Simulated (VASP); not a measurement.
Input:

```
CELL_PARAMETERS angstrom
      4.46100     0.00000     0.00000
      0.00000     4.46100     0.00000
      0.00000     0.00000     4.46100
ATOMIC_POSITIONS crystal
  Si 0.65293 0.15293 0.34707
  Si 0.84707 0.84707 0.84707
  Si 0.15293 0.34707 0.65293
  Si 0.34707 0.65293 0.15293
  Ni 0.35126 0.85126 0.64874
  Ni 0.14874 0.14874 0.14874
  Ni 0.85126 0.64874 0.35126
  Ni 0.64874 0.35126 0.85126
```

The numbers are results of r2SCAN meta-GGA, VASP's PBE PAW potentials (set 64) (plane waves; VASP), not measurements. Run with 400 eV cut-off, 8×8×8 Γ-centred mesh, tetrahedra with Blöchl corrections, potentials Si Ni.

**Question.** Predict the energy per atom (σ→0), band gap (over mesh and band path) with the smallest direct gap where there is one.

**Answer.** 
| Property | Result |
|---|---|
| band gap (over mesh and band path) | none (metal, semimetal or under 0.01 eV) |
| energy per atom (σ→0) | -1035.4 kJ/mol-atom |

The absolute energy has meaning only against runs of the same code, potentials and settings.

The structure comes from a computed database's SiNi entry (P2_13); how it stands against other phases isn't given here. It was relaxed first. The run is not spin-polarised, so no magnetic state was tried.
